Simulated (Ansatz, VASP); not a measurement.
# CaAl2Si2O8 in two plane-wave programs

Aim: how closely do two programs agree when they are given the same cell, functional and k mesh? The structure shown is frame 118 of Ansatz's trajectory.

Main program and level: Ansatz 0.2.0; plane waves, with VASP 6.6.1 beside it; single point at PBE.

### Step 1. The structure

The cell holds 91 atoms: 14 Al, 7 Ca, 56 O and 14 Si. Cell: a = 10.609 Å, b = 10.609 Å, c = 10.609 Å, α = 90.0°, β = 90.0°, γ = 90.0°. As first built, before any earlier steps moved the atoms (in the runner's words): 91 atoms (14 Al, 7 Ca, 56 O, 14 Si) placed at random at 2.71 g/cm^3, melted at 4500 K for 20 ps at fixed volume with the Morse and Coulomb pair potential with partial charges (Pedone, Malavasi, Menziani, Cormack and Segre, J. Phys. Chem. B 110, 11780 (2006)). Quenched from 4500 K to 300 K at 10 K/ps and fixed volume, held 5 ps.

### Step 2. Ansatz: dynamics, PBE

Ansatz runs on its default PAW (the set named soft_2) files.

One frame of this run of dynamics is then solved in both programs, so the motion causes no difference.

Input file input.yaml:

```yaml
crystal:
  lattice:
    - [10.6093, 0.0, 0.0]
    - [0.0, 10.6093, 0.0]
    - [0.0, 0.0, 10.6093]
  atoms:
    - { symbol: Al, position: [0.8551, 0.97511, 0.86452] }
    - { symbol: Al, position: [0.92946, 0.76534, 0.35913] }
    - { symbol: Al, position: [0.06229, 0.21441, 0.78602] }
    - { symbol: Al, position: [0.86052, 0.28995, 0.1355] }
    - { symbol: Al, position: [0.12728, 0.32407, 0.06604] }
    - { symbol: Al, position: [0.29843, 0.02504, 0.85049] }
    - { symbol: Al, position: [0.81215, 0.48107, 0.38252] }
    - { symbol: Al, position: [0.49354, 0.72802, 0.19837] }
    - { symbol: Al, position: [0.84468, 0.27991, 0.85457] }
    - { symbol: Al, position: [0.20973, 0.57549, 0.655] }
    - { symbol: Al, position: [0.89423, 0.71102, 0.83523] }
    - { symbol: Al, position: [0.92739, 0.46964, 0.64989] }
    - { symbol: Al, position: [0.56442, 0.92302, 0.88849] }
    - { symbol: Al, position: [0.19971, 0.15588, 0.49315] }
    - { symbol: Ca, position: [0.62465, 0.10257, 0.65682] }
    - { symbol: Ca, position: [0.86973, 0.57042, 0.08413] }
    - { symbol: Ca, position: [0.40579, 0.85879, 0.60575] }
    - { symbol: Ca, position: [0.70614, 0.78749, 0.64253] }
    - { symbol: Ca, position: [0.30018, 0.49412, 0.22372] }
    - { symbol: Ca, position: [0.08258, 0.92635, 0.64838] }
    - { symbol: Ca, position: [0.35246, 0.9963, 0.25555] }
    - { symbol: O, position: [0.29763, 0.31246, 0.11072] }
    - { symbol: O, position: [0.16829, 0.08581, 0.77124] }
    - { symbol: O, position: [0.07326, 0.51827, 0.56548] }
    - { symbol: O, position: [0.59436, 0.82046, 0.28399] }
    - { symbol: O, position: [0.2596, 0.01134, 0.5401] }
    - { symbol: O, position: [0.85978, 0.60758, 0.68851] }
    - { symbol: O, position: [0.18162, 0.62995, 0.38434] }
    - { symbol: O, position: [0.8243, 0.14362, 0.59324] }
    - { symbol: O, position: [0.93108, 0.75536, 0.1975] }
[... 55 atom lines left out ...]
    - { symbol: Si, position: [0.26272, 0.80156, 0.0254] }
    - { symbol: Si, position: [0.91492, 0.21659, 0.51854] }
    - { symbol: Si, position: [0.20261, 0.772, 0.44604] }
    - { symbol: Si, position: [0.40918, 0.36403, 0.57853] }
    - { symbol: Si, position: [0.55419, 0.34606, 0.83907] }
    - { symbol: Si, position: [0.54539, 0.5776, 0.44217] }
kpoints:
  mp_grid: { grid: [1, 1, 1] }
hamiltonian:
  xc: pbe
scf:
  occupations: { method: fermi_dirac, width: 0.05 }
output:
  forces: true
  stress: true
md:
  timestep: 1.0
  n_steps: 354
  ensemble: nvt_langevin
  temperature: 300
  initial_velocities: maxwell_boltzmann
  seed: 7147
```

Command:

```
$ ansatz run input.yaml --threads 4 --pin off --max-ram 8192MiB --backend cpu --events-out ev --progress --plain --runs-dir out
```

Numbers of over 12 decimals in the logs are rounded to 6 here.

Log:

```text
Warning: md: disabling space-group detection — thermal motion breaks the input geometry's symmetry, so no spatial operation reduces the k-mesh or symmetrises the density; time reversal is kept, so that k and −k are solved as one point where they differ and the mesh holds both, and exact exchange and, on two spinor components, a DFT+U term hold to it where the run has them: on two components no moment then forms, and  [...]
Warning: output.stress: scf.convergence.dr2_threshold = 9.1e-8 eV (the default of an md: trajectory) is looser than the 9.1e-9 eV advised for a printed stress (1e-10 eV for each atom of the cell: 91). What an SCF threshold leaves in a stress goes as its square root, and in the free energy as the threshold itself, and one threshold admits the most on a small cell: [figures from the program's tests cut] Set scf.converg [...]
Engine: ansatz 0.2.0, aarch64-unknown-linux-gnu
Pseudopotentials: kind: paw
Pseudopotential: Al, paw, valence charge 3, recommended cutoff 420 eV (normal), Al.paw.azcp
Pseudopotential: Ca, paw, valence charge 10, recommended cutoff 420 eV (normal), Ca.paw.azcp
Pseudopotential: O, paw, valence charge 6, recommended cutoff 420 eV (normal), O.paw.azcp
Pseudopotential: Si, paw, valence charge 4, recommended cutoff 420 eV (normal), Si.paw.azcp
Functional definition: PBE
  parameter kappa = 0.804
  parameter beta = 0.066725
  exchange = pbe_x(kappa = kappa, mu = beta*pi^2/3)
  correlation = pbe_c(beta = beta)
Crystal: 91 atoms, lattice volume = 1194.154 Å³
Basis set: ecut = 420 eV, 23439 PW (Γ), exchange–correlation on 144×144×144 points (8 copies of the dense FFT grid, shifted against one another)
Bands: 343, of which v1, the nominal top of the filled ones, is band 252 counted from 1 (251 counted from 0)
Symmetry: 1 space group operations
k-points: 1
Non-local potential: Al, projectors of the file, l = 0: 2, l = 1: 2, l = 2: 1
Non-local potential: Ca, projectors of the file, l = 0: 3, l = 1: 2, l = 2: 2
Non-local potential: O, projectors of the file, l = 0: 2, l = 1: 2, l = 2: 1
Non-local potential: Si, projectors of the file, l = 0: 2, l = 1: 2, l = 2: 2
PAW form: soft (Blöchl's): semilocal exchange-correlation on the pseudo side does not see the compensation charge
PAW one-centre angular grid: Al, 110 points (default); XC on 64 Gauss nodes
PAW one-centre angular grid: Ca, 110 points (default); XC on 64 Gauss nodes
PAW one-centre angular grid: O, 110 points (default); XC on 64 Gauss nodes
PAW one-centre angular grid: Si, 110 points (default); XC on 64 Gauss nodes
Initial density: superposition of atomic densities (neutral atoms: chi_scale 0, normalization atom), corrected by the library's trained network
Initial wavefunctions: pseudopotential atomic-orbital guess
Functional: x = pbe(κ = 0.804, μ = 0.219515), c = pbe(β = 0.066725)
SCF iter   1: F=—  HF=-61034.871018 eV  |F-HF|=—  |Δ(HF+E_count)|=         —  Δρ=2.11e-3  dr2=7.10e-2  ethr=1.77e-3  ⟨swp⟩=7.0  Hψ=1663  notcnv=0  defer=68
preconditioner: auto → Resta (q_TF=auto, 2.363 Å⁻¹)  ε∞=3.3  [insulator: Δε(μ)=3.331 eV  Ē_g=15.649 eV  σ=0.050 eV  W_gap=1.00  n_scr=250 (ndim 8)  ℏωp=23.8 eV  f_vac=0.114  D(μ)=0.00/eV (n_scr^D=0)  ε∞_Penn≈3.3]
SCF iter   2: F=—  HF=-61034.874331 eV  |F-HF|=—  |Δ(HF+E_count)|=   3.31e-3  Δρ=1.18e-3  dr2=1.73e-2  ethr=1.41e-5  ⟨swp⟩=2.0  Hψ=640  notcnv=0  defer=74
SCF iter   3: F=—  HF=-61034.876401 eV  |F-HF|=—  |Δ(HF+E_count)|=   2.07e-3  Δρ=5.05e-4  dr2=4.91e-3  ethr=3.44e-6  ⟨swp⟩=2.0  Hψ=434  notcnv=0  defer=74
SCF iter   4: F=—  HF=-61034.877104 eV  |F-HF|=—  |Δ(HF+E_count)|=   7.03e-4  Δρ=1.99e-4  dr2=5.45e-4  ethr=9.74e-7  ⟨swp⟩=3.0  Hψ=430  notcnv=0  defer=74
SCF iter   5: F=—  HF=-61034.877091 eV  |F-HF|=—  |Δ(HF+E_count)|=   1.29e-5  Δρ=1.05e-4  dr2=1.41e-4  ethr=1.08e-7  ⟨swp⟩=2.0  Hψ=434  notcnv=0  defer=74
SCF iter   6: F=—  HF=-61034.877114 eV  |F-HF|=—  |Δ(HF+E_count)|=   2.28e-5  Δρ=5.17e-5  dr2=3.18e-5  ethr=2.80e-8  ⟨swp⟩=2.0  Hψ=443  notcnv=0  defer=74
[...]
md step   349: t =   349.00 fs  T =   329.3 K  F+E_penalty+E_count = -61037.13165727 eV  E_kin = 3.873068 eV  P_inst = 2.4188 GPa  (6 SCF iters)
md step   350: t =   350.00 fs  T =   336.5 K  F+E_penalty+E_count = -61037.15977441 eV  E_kin = 3.958045 eV  P_inst = 2.4843 GPa  (8 SCF iters)
[...]
md step   351: t =   351.00 fs  T =   337.4 K  F+E_penalty+E_count = -61037.18966191 eV  E_kin = 3.968217 eV  P_inst = 2.5353 GPa  (6 SCF iters)
[...]
md step   352: t =   352.00 fs  T =   340.7 K  F+E_penalty+E_count = -61037.23011435 eV  E_kin = 4.006996 eV  P_inst = 2.5823 GPa  (6 SCF iters)
[...]
md step   353: t =   353.00 fs  T =   347.2 K  F+E_penalty+E_count = -61037.27996285 eV  E_kin = 4.084452 eV  P_inst = 2.6306 GPa  (6 SCF iters)
[...]
md step   354: t =   354.00 fs  T =   358.7 K  F+E_penalty+E_count = -61037.34382398 eV  E_kin = 4.219614 eV  P_inst = 2.6837 GPa  (8 SCF iters)
SCF converged after 8 iterations
Free energy (F): -61037.343824 eV
Harris-Foulkes:  -61037.343824 eV  (|F-HF|=5.54e-9)
Internal energy: -61037.343824 eV  (E = F + TS)
E sigma→0 (E₀):  -61037.343824 eV
Fermi energy:    6.444681 eV
--- Per-component energies (eV) ---
  E_band       = -2341.505428
  E_kinetic    = 12905.805188
  E_local      = -32692.065074  (includes V_loc(G=0)·N_el)
  E_nonlocal   = 3608.586343
  E_hartree    = 12015.253876
  E_xc         = -6480.760797
  E_vxc        = -7608.221610  (∫ρ·V_xc dr)
  E_paw        = -28625.529177  (= ΣΔE_a)
  E_vpaw       = -2586.265229  (= ΣTr[D̂ρ^β])
  E_aug_tail   = 0.141391  (compensation charges beyond the density's cutoff)
  E_ewald      = -21768.775574
  E_smearing   = -0.000000  (= −TS)
  E_closure    = 0.000000  (closes the sum)
  Σ components = -61037.343824   (vs F -61037.343824, Δ=0.00e0)
--- Forces (eV/Å), atoms counted from 1 ---
  atom   1  Al    -1.60186597     0.40960080    -0.54876531
  atom   2  Al    -0.27730283    -1.00721723     1.29662476
  atom   3  Al    -0.81309476     1.48459222    -0.36500279
  atom   4  Al    -0.42832481    -0.08469893    -0.75165972
  atom   5  Al    -1.79958557     0.89568407     0.52262613
  atom   6  Al    -0.22032493    -0.96206296    -0.92378617
  atom   7  Al     1.09340282    -0.31647109     0.32691884
  atom   8  Al     0.70204613     0.18555572    -0.42898281
  atom   9  Al    -0.05923696     0.79438437    -1.19742919
  atom  10  Al    -0.22789817    -2.67320473    -0.23801393
  atom  11  Al     0.84113742    -0.48572974    -0.17395456
  atom  12  Al     0.43296611    -1.08478047     0.07995759
  atom  13  Al     0.79874459     0.01684633     0.28463046
  atom  14  Al    -0.25480122     0.98397824    -0.64158133
  atom  15  Ca     0.78753101    -0.46816517    -0.19207748
  atom  16  Ca    -0.23347905    -0.12497717    -0.48670192
  atom  17  Ca    -0.62742878    -0.56729763    -0.16776354
  atom  18  Ca     0.09117132    -0.09960451     0.24372524
  atom  19  Ca    -0.56176485    -0.07923190     0.17444384
  atom  20  Ca     0.33605867     0.95874224     0.95326415
  atom  21  Ca     0.67993032    -0.97926969    -0.02332329
  atom  22  O      0.32494375     0.03265996     0.75772729
  atom  23  O      0.34053621    -1.07744079     0.34197853
  atom  24  O      0.43050351     0.82065482     0.30814331
[...]
atom  84  Si     0.17759124     0.66652567    -0.08093806
  atom  85  Si    -1.20293098    -0.40476292    -0.31091404
  atom  86  Si     1.09249323    -0.15705888     1.45493468
  atom  87  Si    -1.29035192    -0.73752874     2.47427568
  atom  88  Si     0.95407198    -1.46382245    -0.26805552
  atom  89  Si     0.44167949     1.26734234     2.21452401
  atom  90  Si    -1.02091038     0.53509342    -0.25140447
  atom  91  Si     0.70959886     0.26961759     1.09201596
  max |Σ_I F_I| component: 1.44e-4 eV/Å
--- Stress (GPa, compression-positive) ---
        2.453388       0.468296      -1.613821
        0.468286       2.155521       0.626221
       -1.613830       0.626220       2.309848
  P = ⅓ Tr σ = 2.3063 GPa (23.063 kbar)
--- MD trajectory: 354 steps, t = 0.0 → 354.0 fs ---
  final state: T = 358.7 K   F+E_penalty+E_count = -61037.34382398 eV   E_kin = 4.219614 eV
```

### Step 3. VASP: single point, PBE

The same cell, functional, mesh and smearing now go to VASP, with its own data sets.

Lines of VASP's logs that name or quote its potential files are left out, and so is its time.

Input file INCAR:

```
SYSTEM = CaAl2Si2O8
PREC = Accurate
ENCUT = 520
EDIFF = 1E-06
NELM = 120
ISMEAR = -1
SIGMA = 0.05
LREAL = Auto
ALGO = Normal
GGA = PE
NBANDS = 320
LORBIT = 11
LWAVE = .FALSE.
LCHARG = .FALSE.
ISIF = 2
LASPH = .TRUE.
GGA_COMPAT = .FALSE.
EFERMI = MIDGAP
NCORE = 2
```

Input file POSCAR:

```
CaAl2Si2O8
1.0
   10.6093000000      0.0000000000      0.0000000000
    0.0000000000     10.6093000000      0.0000000000
    0.0000000000      0.0000000000     10.6093000000
Al Ca O Si
14 7 56 14
Direct
    0.8550045715      0.9759267812      0.8477373625
    0.9274881472      0.7805227489      0.3523983675
    0.0637459587      0.1980997804      0.7812296759
    0.8468419217      0.2831572300      0.1273599578
    0.1355131818      0.3119338693      0.0518695861
    0.2956462726      0.0267972439      0.8585957603
    0.8114295948      0.4749323707      0.3879426541
    0.4959328137      0.7264946792      0.1901633473
    0.8382174130      0.2860037891      0.8603583648
    0.2140009237      0.5774556286      0.6673484584
    0.8899361881      0.6964926998      0.8241825568
    0.9468296683      0.4575325422      0.6465930834
    0.5558519412      0.9334640363      0.8706229440
    0.2097028079      0.1571262949      0.5061031359
    0.6187307362      0.1145598673      0.6593366198
    0.8674464856      0.5649571602      0.0968678424
    0.4041831224      0.8804633670      0.5963258650
    0.7083125183      0.7561667594      0.6084567314
    0.2929788016      0.4865165468      0.2349448126
    0.0931918223      0.9086084850      0.6526443780
    0.3426616271      0.9962768514      0.2815548622
    0.2936951543      0.3045158493      0.1256162047
    0.1650061738      0.0605223719      0.7741509807
    0.0765554749      0.5299595638      0.5686049032
    0.5718379158      0.8209683957      0.2975879653
    0.2486686209      0.0068807556      0.5488015232
    0.8679366216      0.6067601067      0.6811005439
    0.1943672061      0.6225292903      0.3797800043
    0.8133335847      0.1419603555      0.5926686963
    0.9348119103      0.7578822354      0.1904555437
[... 55 atom lines left out ...]
    0.2659082126      0.7993552826      0.0336402967
    0.9202963438      0.2244540168      0.5205055941
    0.1967707577      0.7715400639      0.4401327138
    0.4150320945      0.3730217828      0.5651833768
    0.5561158606      0.3658111280      0.8238243805
    0.5427690800      0.5848265201      0.4290103965
```

Input file KPOINTS:

```
Automatic mesh
0
Gamma
1 1 1
0 0 0
```

PAW data sets: Al, Ca_sv, O and Si (PBE family, release 64).

Command:

```
$ mpirun -np 8 vasp_gam
```

Log:

```text
[banner, memory and clock lines left out]
running    8 mpi-ranks, on    1 nodes
[...]
LDA part: xc-table for (Slater+PW92), standard interpolation
 POSCAR, INCAR and KPOINTS ok, starting setup
[...]
entering main loop
       N       E                     dE             d eps       ncg     rms          rms(c)
DAV:   1     0.538539347733E+04    0.53854E+04   -0.29502E+05   640   0.158E+03
DAV:   2    -0.229634843750E+03   -0.56150E+04   -0.54107E+04   808   0.413E+02
DAV:   3    -0.756419728189E+03   -0.52678E+03   -0.52320E+03   760   0.139E+02
DAV:   4    -0.773118779016E+03   -0.16699E+02   -0.16630E+02   816   0.246E+01
[...]
DAV:  17    -0.674954162573E+03    0.35401E-05   -0.12121E-04   864   0.278E-02    0.152E-02
DAV:  18    -0.674954164362E+03   -0.17885E-05   -0.51159E-05   752   0.155E-02    0.101E-02
DAV:  19    -0.674954164165E+03    0.19673E-06   -0.60953E-06   760   0.640E-03
   1 F= -.67495416E+03 E0= -.67495416E+03  d E =-.213051E-12
```

Parts of OUTCAR (step 3):

```text
  Total       28.5962469      7.4538149      2.7303208      3.0783346     -0.6240954     -9.1862298
  in kB       38.3671402     10.0006677      3.6632290      4.1301537     -0.8373391    -12.3250218
  external PRESSURE =      17.3436790 kB  Pullay stress =       0.0000000 kB

 POSITION                                       TOTAL-FORCE (eV/Angst)
 -----------------------------------------------------------------------------------
      9.07100     10.35390      8.99390        -0.554256     -1.141718      0.151774
      9.84000      8.28080      3.73870         0.126725     -0.801796      1.024843
      0.67630      2.10170      8.28830         0.913532     -0.472861     -0.089779
      8.98440      3.00410      1.35120         1.300729     -0.053823      1.232445
      1.43770      3.30940      0.55030         0.162820     -0.780549     -1.155459
      3.13660      0.28430      9.10910         0.361832      0.261720      0.613113
      8.60870      5.03870      4.11580         1.111343     -0.000880     -0.933252
      5.26150      7.70760      2.01750         0.686274     -0.488939      0.902106
      8.89290      3.03430      9.12780         0.590969     -1.271271     -0.851527
      2.27040      6.12640      7.08010        -0.520805      0.970327     -1.159315
      9.44160      7.38930      8.74400         0.730928      0.453050     -1.598320
     10.04520      4.85410      6.85990        -1.125606      4.430107     -0.989955
      5.89720      9.90340      9.23670         0.078649      0.198402      0.473924
      2.22480      1.66700      5.36940        -0.414990     -0.254055     -1.188926
[...]
-----------------------------------------------------------------------------------
    total drift:                               -0.005053      0.018556     -0.004145

  FREE ENERGIE OF THE ION-ELECTRON SYSTEM (eV)
  ---------------------------------------------------
  free  energy   TOTEN  =      -674.9541641648 eV

  energy  without entropy=     -674.9541641648  energy(sigma->0) =     -674.95416416

[... 3 further parts left out ...]
[key lines of the parts left out:]
E-fermi :   4.5127
```

The run ends at a pressure of 1.73 GPa, with forces up to 4.7 eV/Å.

### Step 4. Side by side

Known differences besides the potentials themselves: the cutoff is 420 eV in Ansatz and 520 eV in VASP (PREC = Accurate, projectors in real space). Total energies have different zeros and are not compared.

Forces on 10 of the 91 atoms, those with the largest forces and the largest differences (eV/Å; atoms numbered as in POSCAR):

| atom | Ansatz x, y, z | VASP x, y, z |
| --- | --- | --- |
| Al12 | -1.119, 4.385, -0.963 | -1.126, 4.430, -0.990 |
| Ca21 | 0.029, 0.886, -0.923 | 0.065, 0.956, -0.962 |
| O39 | -0.548, -1.858, 2.264 | -0.541, -1.914, 2.297 |
| O42 | 0.707, -1.146, -1.061 | 0.719, -1.262, -1.108 |
| O60 | -0.291, -1.238, -0.425 | -0.318, -1.305, -0.476 |
| Si84 | 0.100, -1.540, 2.226 | 0.099, -1.582, 2.243 |
| Si86 | -3.537, 1.207, -0.259 | -3.552, 1.210, -0.231 |
| Si87 | -1.621, -2.717, -0.053 | -1.612, -2.691, -0.094 |
| Si88 | 0.533, -2.798, 1.357 | 0.545, -2.834, 1.382 |
| Si90 | -2.303, 1.502, 0.298 | -2.344, 1.539, 0.298 |

The forces differ by 26 meV/Å r.m.s., which is 2.7 % of the r.m.s. force of 0.941 eV/Å (both taken over all components).

### Step 5. What came out

| Quantity | Value |
| --- | --- |
| r.m.s. force difference (single point, PBE) | 2.7 % of the r.m.s. force |

In words: The r.m.s. force difference is 2.7 % of the r.m.s. force (single point, PBE), within the 3 % picked in this series as the mark of a large difference. 2 further runs of this series are not shown here. Such differences can come from data sets, numerical settings and the points named under the comparisons, not from the functional's error against experiment.

[Lines on the potential files, build, host, timing and source positions are cut from VASP's logs without a mark.]

[Logs are printed without paths, hosts, clocks, repeated set-up lines and the standing remarks that a program may print on its own settings, such as how far it seeks lower states.]

[Hosts, paths, dates, database ids (printed as entryN), source tags and the programs' standing remarks are cut or masked in the printed files.]
